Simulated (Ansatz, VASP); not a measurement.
# Cross-check of TiO2 (Anatase) between VASP and Ansatz, part 2 of 2

Aim: how closely do two programs agree when they are given the same cell, functional and k mesh? The cell is taken from a series of runs on this material, whose earlier steps may have relaxed, scaled, displaced or heated it; both programs get it as it stands.

VASP 6.6.1 and Ansatz 0.2.0.

So far: The structure; Ansatz: G0W0 gap, r2SCAN.

## 3. VASP: G0W0 gap, r2SCAN

Level of this step: G0W0 on r2SCAN, no spin polarisation; plane waves and PAW (Ti_sv_GW, O_GW) (VASP).

The same cell, functional and mesh now go to VASP, with its own data sets.

Lines of VASP's logs that name or quote its potential files are left out, and so is its time.

The run reads the wave functions of an earlier VASP run, which isn't shown here.

Input file INCAR:

```
SYSTEM = TiO2
PREC = Accurate
ENCUT = 440
ISMEAR = 0
SIGMA = 0.01
LREAL = .FALSE.
METAGGA = R2SCAN
LASPH = .TRUE.
NBANDS = 192
ALGO = EVGW0
NELMGW = 1
ENCUTGW = 100
NOMEGA = 64
PRECFOCK = Fast
NBANDSGW = 32
LWAVE = .FALSE.
LCHARG = .FALSE.
```

Input file POSCAR:

```
TiO2
1.0
   -1.8921000000      1.8921000000      4.7573000000
    1.8921000000     -1.8921000000      4.7573000000
    1.8921000000      1.8921000000     -4.7573000000
Ti O
2 4
Direct
    0.0000000000      0.0000000000      0.0000000000
    0.7500000000      0.2500000000      0.5000000000
    0.2081000000      0.2081000000      0.0000000000
    0.9581000000      0.4581000000      0.5000000000
    0.5419000000      0.0419000000      0.5000000000
    0.7919000000      0.7919000000      0.0000000000
```

Input file KPOINTS:

```
Automatic mesh
0
Gamma
6 6 6
0 0 0
```

PAW data sets: Ti_sv_GW and O_GW (PBE family, release 64).

The run is started by

```bash
mpirun -np 16 vasp_std
```

Numbers of over 12 decimals in the logs are rounded to 6 here.

Output:

```text
[banner, memory and clock lines left out]
running   16 mpi-ranks, on    1 nodes
 distrk:  each k-point on   16 cores,    1 groups
 distr:  one band on    1 cores,   16 groups

 POSCAR found type information on POSCAR TiO
 POSCAR found :  2 types and       6 ions
|                                                                             |
|           W    W    AA    RRRRR   N    N  II  N    N   GGGG   !!!           |
|           W    W   A  A   R    R  NN   N  II  NN   N  G    G  !!!           |
|           W    W  A    A  R    R  N N  N  II  N N  N  G       !!!           |
|           W WW W  AAAAAA  RRRRR   N  N N  II  N  N N  G  GGG   !            |
|           WW  WW  A    A  R   R   N   NN  II  N   NN  G    G                |
|           W    W  A    A  R    R  N    N  II  N    N   GGGG   !!!           |
|                                                                             |
|     For optimal performance we recommend to set                             |
|       NCORE = 2 up to number-of-cores-per-socket                            |
|     NCORE specifies how many cores store one orbital (NPAR=cpu/NCORE).      |
|     This setting can greatly improve the performance of VASP for DFT.       |
|     The default, NCORE=1 might be grossly inefficient on modern             |
|     multi-core architectures or massively parallel machines. Do your        |
|     Unfortunately you need to use the default for GW and RPA                |
|     calculations (for HF NCORE is supported but not extensively tested      |
|     yet).                                                                   |
|                                                                             |

|                                                                             |
|               ----> ADVICE to this user running VASP <----                  |
|                                                                             |
|     You enforced a specific xc type in the INCAR file but a different       |
|     [... a line on the potential file left out ...]
|     I HOPE YOU KNOW WHAT YOU ARE DOING!                                     |
|                                                                             |

|                                                                             |
|           W    W    AA    RRRRR   N    N  II  N    N   GGGG   !!!           |
|           W    W   A  A   R    R  NN   N  II  NN   N  G    G  !!!           |
|           W    W  A    A  R    R  N N  N  II  N N  N  G       !!!           |
|           W WW W  AAAAAA  RRRRR   N  N N  II  N  N N  G  GGG   !            |
|           WW  WW  A    A  R   R   N   NN  II  N   NN  G    G                |
|           W    W  A    A  R    R  N    N  II  N    N   GGGG   !!!           |
|                                                                             |
|     The default for ENCUTGWSOFT is different in this version of VASP.       |
|     please manually set ENCUTGWSOFT =100 in the INCAR file.                 |
|                                                                             |

 LDA part: xc-table for (None), standard interpolation
 found WAVECAR, reading the header
 POSCAR, INCAR and KPOINTS ok, starting setup
 FFT: planning ... GRIDC
 FFT: planning ... GRID_SOFT
 FFT: planning ... GRID
 reading WAVECAR
 the WAVECAR file was read successfully
 initial charge from wavefunction
 available memory per node:     46.11 GB, setting MAXMEM to     47219

 The Fermi energy was updated, please check that it is located mid-gap
 values below the HOMO (VB) or above the LUMO (CB) will cause erroneous energies
 E-fermi :   4.2469

 calculate exact exchange contribution
 the WAVEDER file was read successfully
energies w=
    0.000    0.000    1.150    0.000    2.297    0.000    3.439    0.000
    4.574    0.000    5.699    0.000    6.813    0.000    7.913    0.000
    9.000    0.000   10.073    0.000   11.130    0.000   12.174    0.000
   13.202    0.000   14.217    0.000   15.219    0.000   16.210    0.000
   17.190    0.000   18.161    0.000   19.125    0.000   20.084    0.000
   21.039    0.000   21.992    0.000   22.946    0.000   23.902    0.000
   24.863    0.000   25.833    0.000   26.812    0.000   27.804    0.000
   28.812    0.000   29.840    0.000   30.890    0.000   31.967    0.000
   33.075    0.000   34.218    0.000   35.402    0.000   36.634    0.000
   37.918    0.000   39.263    0.000   40.678    0.000   42.170    0.000
   43.754    0.000   45.441    0.000   47.246    0.000   49.190    0.000
   51.291    0.000   53.575    0.000   56.076    0.000   58.831    0.000
   61.886    0.000   65.300    0.000   69.147    0.000   73.524    0.000
   78.551    0.000   84.394    0.000   91.272    0.000   99.494    0.000
  109.496    0.000  121.926    0.000  137.781    0.000  158.687    0.000
  187.477    0.000  229.576    0.000  296.850    0.000  421.177    0.000
 responsefunction array rank=     176
 LDA part: xc-table for (None), standard interpolation

 min. memory requirement per mpi rank    453.0 MB, per node   7248.8 MB

 allocating   4 responsefunctions rank=   176
 shmem allocating  64 responsefunctions rank=   176
 response function shared by NCSHMEM nodes    1
 Doing            4  frequencies on each core in blocks of           64
NQ=   1    0.0000    0.0000    0.0000,
[...]
|.........|.........|.........|.........|.........|.........|.........|.........
 performed       5719000 updates of chi_q(r,r)
 total number of BLAS operations       1108.38 Gflops
NQ=   3    0.3333    0.0000    0.0000,
|.........|.........|.........|.........|.........|.........|.........|.........
 performed       9328000 updates of chi_q(r,r)
 total number of BLAS operations       1820.16 Gflops
NQ=   4    0.5000    0.0000    0.0000,
|.........|.........|.........|.........|.........|.........|.........|.........
 performed      12396000 updates of chi_q(r,r)
 total number of BLAS operations       2417.64 Gflops
NQ=   5    0.1667    0.1667    0.0000,
|.........|.........|.........|.........|.........|.........|.........|.........
 performed      16300000 updates of chi_q(r,r)
 total number of BLAS operations       3168.09 Gflops
NQ=   6    0.3333    0.1667   -0.0000,
|.........|.........|.........|.........|.........|.........|.........|.........
 performed      20696000 updates of chi_q(r,r)
 total number of BLAS operations       4013.01 Gflops
NQ=   7    0.5000    0.1667    0.0000,
|.........|.........|.........|.........|.........|.........|.........|.........
 performed      25092000 updates of chi_q(r,r)
 total number of BLAS operations       4847.06 Gflops
NQ=   8   -0.3333    0.1667   -0.0000,
|.........|.........|.........|.........|.........|.........|.........|.........
 performed      29488000 updates of chi_q(r,r)
 total number of BLAS operations       5713.92 Gflops
NQ=   9   -0.1667    0.1667    0.0000,
|.........|.........|.........|.........|.........|.........|.........|.........
 performed      32544000 updates of chi_q(r,r)
 total number of BLAS operations       6363.62 Gflops
NQ=  10    0.3333    0.3333    0.0000,
|.........|.........|.........|.........|.........|.........|.........|.........
 performed      36448000 updates of chi_q(r,r)
 total number of BLAS operations       7133.56 Gflops
NQ=  11    0.5000    0.3333   -0.0000,
|.........|.........|.........|.........|.........|.........|.........|.........
 performed      40844000 updates of chi_q(r,r)
 total number of BLAS operations       8022.64 Gflops
NQ=  12   -0.3333    0.3333    0.0000,
|.........|.........|.........|.........|.........|.........|.........|.........
 performed      43900000 updates of chi_q(r,r)
 total number of BLAS operations       8602.57 Gflops
NQ=  13    0.5000    0.5000    0.0000,
|.........|.........|.........|.........|.........|.........|.........|.........
 performed      46354000 updates of chi_q(r,r)
 total number of BLAS operations       9105.26 Gflops
NQ=  14    0.1667    0.1667    0.1667,
|.........|.........|.........|.........|.........|.........|.........|.........
 performed      50258000 updates of chi_q(r,r)
 total number of BLAS operations       9904.91 Gflops
NQ=  15    0.3333    0.1667    0.1667,
|.........|.........|.........|.........|.........|.........|.........|.........
 performed      54162000 updates of chi_q(r,r)
 total number of BLAS operations      10684.68 Gflops
NQ=  16   -0.1667    0.1667    0.1667,
|.........|.........|.........|.........|.........|.........|.........|.........
 performed      57206000 updates of chi_q(r,r)
 total number of BLAS operations      11269.81 Gflops
NQ=  17    0.3333    0.3333    0.1667,
|.........|.........|.........|.........|.........|.........|.........|.........
 performed      60102000 updates of chi_q(r,r)
 total number of BLAS operations      11863.09 Gflops
NQ=  18   -0.3333    0.3333    0.1667,
|.........|.........|.........|.........|.........|.........|.........|.........
 performed      63711000 updates of chi_q(r,r)
 total number of BLAS operations      12565.84 Gflops
NQ=  19   -0.1667    0.3333    0.1667,
|.........|.........|.........|.........|.........|.........|.........|.........
 performed      67296000 updates of chi_q(r,r)
 total number of BLAS operations      13237.21 Gflops
NQ=  20    0.5000    0.5000    0.1667,
|.........|.........|.........|.........|.........|.........|.........|.........
 performed      70352000 updates of chi_q(r,r)
 total number of BLAS operations      13817.14 Gflops
NQ=  21   -0.3333    0.5000    0.1667,
|.........|.........|.........|.........|.........|.........|.........|.........
 performed      74748000 updates of chi_q(r,r)
 total number of BLAS operations      14640.40 Gflops
NQ=  22   -0.1667    0.5000    0.1667,
|.........|.........|.........|.........|.........|.........|.........|.........
 performed      78333000 updates of chi_q(r,r)
 total number of BLAS operations      15294.33 Gflops
NQ=  23   -0.3333   -0.3333    0.1667,
|.........|.........|.........|.........|.........|.........|.........|.........
 performed      82237000 updates of chi_q(r,r)
 total number of BLAS operations      16016.01 Gflops
NQ=  24   -0.1667   -0.3333    0.1667,
|.........|.........|.........|.........|.........|.........|.........|.........
 performed      85822000 updates of chi_q(r,r)
 total number of BLAS operations      16705.05 Gflops
NQ=  25   -0.1667   -0.1667    0.1667,
|.........|.........|.........|.........|.........|.........|.........|.........
 performed      88276000 updates of chi_q(r,r)
 total number of BLAS operations      17207.74 Gflops
NQ=  26   -0.3333    0.3333    0.3333,
|.........|.........|.........|.........|.........|.........|.........|.........
 performed      91320000 updates of chi_q(r,r)
 total number of BLAS operations      17748.44 Gflops
NQ=  27    0.5000    0.5000    0.3333,
|.........|.........|.........|.........|.........|.........|.........|.........
 performed      94376000 updates of chi_q(r,r)
 total number of BLAS operations      18284.06 Gflops
NQ=  28   -0.3333    0.5000    0.3333,
|.........|.........|.........|.........|.........|.........|.........|.........
 performed      97961000 updates of chi_q(r,r)
 total number of BLAS operations      18903.81 Gflops
NQ=  29   -0.3333   -0.3333    0.3333,
|.........|.........|.........|.........|.........|.........|.........|.........
 performed     100415000 updates of chi_q(r,r)
 total number of BLAS operations      19333.93 Gflops
NQ=  30    0.5000    0.5000    0.5000,
|.........|.........|.........|.........|.........|.........|.........|.........
 performed     102525000 updates of chi_q(r,r)
 total number of BLAS operations      19684.03 Gflops
 resolving degeneracies of screened two electron integrals

 calculate QP shifts <psi_nk| G(iteration)W_0 |psi_nk>: iteration 1
 entering main loop
```

From OUTCAR (step 3):

```text
ion  position               nearest neighbor table
   1  0.000  0.000  0.000-   5 1.93   4 1.93   5 1.93   4 1.93   3 1.98   6 1.98
   2  0.750  0.250  0.500-   6 1.93   3 1.93   6 1.93   3 1.93   4 1.98   5 1.98
   3  0.208  0.208  0.000-   2 1.93   2 1.93   1 1.98
   4  0.958  0.458  0.500-   1 1.93   1 1.93   2 1.98
   5  0.542  0.042  0.500-   1 1.93   1 1.93   2 1.98
   6  0.792  0.792  0.000-   2 1.93   2 1.93   1 1.98

  LATTYP: Found a body centered tetragonal cell.
 ALAT       =     3.7842000000
 C/A-ratio  =     2.5142962846

 Subroutine GETGRP returns: Found 16 space group operations
 (whereof  8 operations were pure point group operations)

The static configuration has the point symmetry D_2d.
 The point group associated with its full space group is D_4h.

 Found     30 irreducible k-points:

   k-points           NKPTS =     30   k-points in BZ     NKDIM =    216   number of bands    NBANDS=    192

   dimension x,y,z NGX =    40 NGY =   40 NGZ =   40
   dimension x,y,z NGXF=    80 NGYF=   80 NGZF=   80

   ENCUT  =  440.0 eV  32.34 Ry    5.69 a.u.   9.34  9.34  9.34*2*pi/ulx,y,z

   NELECT =      48.0000    total number of electrons

  energy-cutoff  :      440.00
  volume of cell :       68.13
      direct lattice vectors                 reciprocal lattice vectors
    -1.892100000  1.892100000  4.757300000     0.000000000  0.264256646  0.105101633
     1.892100000 -1.892100000  4.757300000     0.264256646  0.000000000  0.105101633
     1.892100000  1.892100000 -4.757300000     0.264256646  0.264256646  0.000000000

 k-points in reciprocal lattice and weights: Automatic mesh
   0.00000000  0.00000000  0.00000000       0.005
   0.16666667 -0.00000000  0.00000000       0.037
   0.33333333  0.00000000  0.00000000       0.037
   0.50000000  0.00000000  0.00000000       0.019
   0.16666667  0.16666667  0.00000000       0.037
   0.33333333  0.16666667 -0.00000000       0.074
   0.50000000  0.16666667  0.00000000       0.074
  -0.33333333  0.16666667 -0.00000000       0.074
  -0.16666667  0.16666667  0.00000000       0.019
[...]
-0.33333333 -0.33333333  0.33333333       0.009
   0.50000000  0.50000000  0.50000000       0.005

 E-fermi :   4.2469

 QP shifts <psi_nk| G(iteration)W_0 |psi_nk>: iteration 1
 for sc-GW calculations column KS-energies equals QP-energies in previous step
 and V_xc(KS)=  KS-energies - (<T + V_ion + V_H > + <T+V_H+V_ion>^1  + <V_x>^1)
 k-point   1 :       0.0000    0.0000    0.0000
  band No.  KS-energies  QP-energies   sigma(KS)   V_xc(KS)     V^pw_x(r,r')   Z            occupation Imag(sigma)
    ...
     21       2.2288       2.3793     -20.8110     -21.0152     -25.0153       0.7369       2.0000       0.2624
     22       2.2288       2.3793     -20.8110     -21.0152     -25.0153       0.7369       2.0000       0.2624
     23       2.5246       2.5863     -19.6940     -19.7799     -24.3803       0.7182       2.0000       0.3129
     24       2.5246       2.5863     -19.6940     -19.7799     -24.3803       0.7182       2.0000       0.3129
     25       5.5163       6.7853     -16.7700     -18.4966     -10.9455       0.7349       0.0000      -0.2833
     26       6.2567       7.6491     -17.5858     -19.5225     -11.0942       0.7190       0.0000      -0.3431
     27       7.4070       8.7636     -18.2204     -20.1527     -11.8573       0.7021       0.0000      -0.3973
     28       7.4070       8.7636     -18.2204     -20.1527     -11.8573       0.7021       0.0000      -0.3973
    ...

 k-point   2 :       0.1667   -0.0000    0.0000
  band No.  KS-energies  QP-energies   sigma(KS)   V_xc(KS)     V^pw_x(r,r')   Z            occupation Imag(sigma)
    ...
     21       2.0000       2.0579     -19.5809     -19.6611     -23.9307       0.7214       2.0000       0.3118
     22       2.2080       2.2759     -20.0064     -20.1001     -24.6067       0.7238       2.0000       0.3067
     23       2.2704       2.3919     -20.4435     -20.6094     -24.7193       0.7327       2.0000       0.2750
     24       2.5264       2.5937     -19.9560     -20.0487     -24.5933       0.7248       2.0000       0.3005
     25       6.0574       7.3587     -17.4125     -19.2057     -11.7902       0.7257       0.0000      -0.2947
     26       6.3706       7.7468     -17.5980     -19.5249     -11.1215       0.7142       0.0000      -0.3466
     27       6.8562       8.2842     -18.0718     -20.0705     -11.8174       0.7144       0.0000      -0.3466
     28       7.0841       8.5187     -18.2598     -20.2981     -11.9024       0.7038       0.0000      -0.3691
    ...

 k-point   3 :       0.3333    0.0000    0.0000
  band No.  KS-energies  QP-energies   sigma(KS)   V_xc(KS)     V^pw_x(r,r')   Z            occupation Imag(sigma)
    ...
     21       1.3573       1.3451     -18.7067     -18.6897     -23.0712       0.7135       2.0000       0.3637
     22       2.1241       2.1204     -19.1943     -19.1891     -23.9622       0.7151       2.0000       0.3407
     23       2.1691       2.2849     -20.8762     -21.0332     -25.2824       0.7370       2.0000       0.2695
     24       2.3922       2.4665     -20.2336     -20.3354     -24.8306       0.7298       2.0000       0.2922
     25       6.5011       7.8517     -17.5500     -19.4448     -11.1297       0.7128       0.0000      -0.3489
     26       6.7806       8.2266     -18.1123     -20.1373     -11.8763       0.7141       0.0000      -0.3447
     27       6.9375       8.3026     -18.1477     -20.0825     -12.0049       0.7056       0.0000      -0.3626
     28       7.0067       8.4488     -18.2215     -20.2673     -11.7508       0.7049       0.0000      -0.3725
    ...

 k-point   4 :       0.5000    0.0000    0.0000
  band No.  KS-energies  QP-energies   sigma(KS)   V_xc(KS)     V^pw_x(r,r')   Z            occupation Imag(sigma)
    ...
     21       1.0415       1.0011     -18.5313     -18.4744     -23.0579       0.7099       2.0000       0.3966
     22       2.0364       2.0072     -18.9674     -18.9265     -23.7672       0.7143       2.0000       0.3511
     23       2.1375       2.2419     -20.9394     -21.0814     -25.4222       0.7352       2.0000       0.2712
     24       2.3397       2.4080     -20.2217     -20.3156     -24.8915       0.7273       2.0000       0.2980
     25       6.6473       7.9999     -17.6200     -19.5278     -11.0935       0.7090       0.0000      -0.3602
     26       6.9554       8.4004     -18.1479     -20.1790     -11.9339       0.7114       0.0000      -0.3543
     27       6.9621       8.3068     -17.8996     -19.8028     -11.5620       0.7066       0.0000      -0.3704
     28       7.0621       8.5152     -18.3983     -20.4747     -11.7817       0.6998       0.0000      -0.3847
    ...

[... 4 further parts left out ...]
```

## 4. Differences

Known differences besides the potentials themselves: VASP keeps PBE cores, Ansatz makes them for the functional; fixed occupations in Ansatz, narrow Gaussian smearing in VASP; the cutoff is 500 eV in Ansatz and 440 eV in VASP; Ansatz integrates over frequency by contour deformation, VASP on a grid of NOMEGA points; Ansatz's G0W0 levels solve the quasiparticle equation, VASP's are linearised. Total energies have different zeros and are not compared.

Compared:

| quantity | Ansatz | VASP | difference |
| --- | --- | --- | --- |
| G0W0 gap on the mesh (eV) | 3.60 | 3.71 | -0.10 |
| Kohn-Sham gap under it (eV) | 2.55 | 2.54 | +0.01 |

## 5. Results

| Quantity | Value |
| --- | --- |
| difference in G0W0 gap on the mesh (G0W0 gap, r2SCAN) | -0.10 eV |

The difference in G0W0 gap on the mesh is -0.10 eV (G0W0 gap, r2SCAN). Such differences can come from data sets, numerical settings and the points named under the comparisons, not from the functional's error against experiment.

[Lines on the potential files, build, host, timing and source positions are cut from VASP's logs without a mark.]

[Logs are printed without paths, hosts, clocks, repeated set-up lines and the standing remarks that a program may print on its own settings, such as how far it seeks lower states.]

[Hosts, paths, dates, database ids (printed as entryN), source tags and the programs' standing remarks are cut or masked in the printed files.]
